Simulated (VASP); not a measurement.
**MgSi: equation of state with PBEsol**

MgSi:

```
Si Mg
1.0
     1.50251   -5.42602    0.00000
     1.50251    5.42602    0.00000
     0.00000    0.00000    4.34018
Si Mg
2 2
Direct
  0.57064 0.42936 0.75000
  0.42936 0.57064 0.25000
  0.16838 0.83162 0.25000
  0.83162 0.16838 0.75000
```

The cell comes from a database or a generator and needn't be the stable form of this composition.

* Program: VASP 6.6.1
* Task: equation of state
* Functional: PBEsol
* Potentials or basis: VASP PAW PBE potentials, release 64 (Si, Mg)
* Cutoff: 520 eV
* k mesh: 9 × 9 × 6
* Occupations: fermi-dirac, width 0.05 eV
* Spin: no spin polarisation

```yaml
Equilibrium_volume: 17.28 Å³/atom
Bulk_modulus_at_fixed_shape_and_positions: 65 GPa
Pressure_derivative_of_the_bulk_modulus: 4.3
```

Energy against volume, from the lowest point:
| volume (Å³/atom) | energy (meV/atom) |
| --- | --- |
| 16.630 | 5.30 |
| 16.984 | 1.03 |
| 17.338 | 0.00 |
| 17.692 | 1.84 |
| 18.046 | 6.26 |
| 18.400 | 13.00 |
| 18.754 | 21.84 |

All runs of the series together: 5.5 min on 1 thread of Intel(R) Xeon(R) 6975P-C (Granite Rapids), on a shared host.

Caveat: the cell was scaled at fixed shape and fractional positions, which overstates the stiffness of a crystal with free parameters, most of all of layers and chains; the PAW data sets were made with another functional, which shifts forces and pressure a little.
